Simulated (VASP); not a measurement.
```
Ag
1.0
    0.00000     1.98791     1.98791
    1.98791     0.00000     1.98791
    1.98791     1.98791     0.00000
Ag
1
Direct
  0.00000   0.00000   0.00000
```

Calculation: vdW-DF-cx, VASP's PBE PAW potentials (set 64) (plane waves; VASP). Run with 520 eV cut-off, 15×15×15 Γ-centred mesh, first-order Methfessel-Paxton smearing of 0.10 eV, potentials Ag.

Problem. Give the stress tensor in GPa (positive for a compressed cell).

Solution. 
```
8.61  0.00  0.00
0.00  8.61  0.00
0.00  0.00  8.61
```
The pressure is its mean diagonal, 8.61 GPa.

The compound is Ag in the fcc structure. This cell is one point of a volume scan, at 0.94 of the reference volume.
